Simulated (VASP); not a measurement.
Input for VASP

POSCAR:
```
Mg2Sn
1.0
  0.0000000000   3.3842891015   3.3842891015
  3.3842891015   0.0000000000   3.3842891015
  3.3842891015   3.3842891015   0.0000000000
Mg Sn
2 1
direct
  0.2500000000   0.2500000000   0.2500000000
  0.7500000000   0.7500000000   0.7500000000
  1.0000000000   0.0000000000   1.0000000000
```

KPOINTS:
```
Automatic mesh
0
Gamma
8 8 8
0 0 0
```

### INCAR
```
SYSTEM = Mg2Sn
PREC = Accurate
ENCUT = 520
EDIFF = 1E-7
NELM = 100
ALGO = Normal
LREAL = .FALSE.
LASPH = .TRUE.
ISMEAR = 1
SIGMA = 0.1
GGA = MK
PARAM1 = 0.1234568
PARAM2 = 0.7114
ZAB_VDW = -1.8867
LUSE_VDW = .TRUE.
AGGAC = 0.0
LMAXMIX = 4
LWAVE = .FALSE.
LCHARG = .FALSE.
ISIF = 2
```

POTCAR, in this order: Mg Sn_d (PBE.64 set). Program: vasp_std.

**Question.** Translate this rev-vdW-DF2 calculation to Quantum ESPRESSO's pw.x.

**Answer.** One equivalent input (not run):
```
&CONTROL
  calculation = 'scf'
  pseudo_dir = './pseudo'
  outdir = './out'
  tprnfor = .true.
  tstress = .true.
/
&SYSTEM
  ibrav = 0
  nat = 3
  ntyp = 2
  ecutwfc = 84
  occupations = 'smearing'
  smearing = 'methfessel-paxton'
  degauss = 0.00735
  input_dft = 'vdw-df2-b86r'
/
&ELECTRONS
  conv_thr = 7.3e-09
  electron_maxstep = 100
/
ATOMIC_SPECIES
  Mg 24.305 Mg.upf
  Sn 118.710 Sn.upf
CELL_PARAMETERS angstrom
     0.0000000    3.3842891    3.3842891
     3.3842891    0.0000000    3.3842891
     3.3842891    3.3842891    0.0000000
ATOMIC_POSITIONS crystal
  Mg   0.2500000  0.2500000  0.2500000
  Mg   0.7500000  0.7500000  0.7500000
  Sn   1.0000000  0.0000000  1.0000000
K_POINTS automatic
  8 8 8 0 0 0
```
What does not carry over: the potentials are each code's own (VASP's PAW set, PseudoDojo norm-conserving files in pw.x), so ENCUT and ecutwfc are chosen apart and not converted; conv_thr bounds pw.x's estimated SCF error, while EDIFF bounds the energy change between steps.

The compound is Mg2Sn in the antifluorite structure. It was relaxed first.
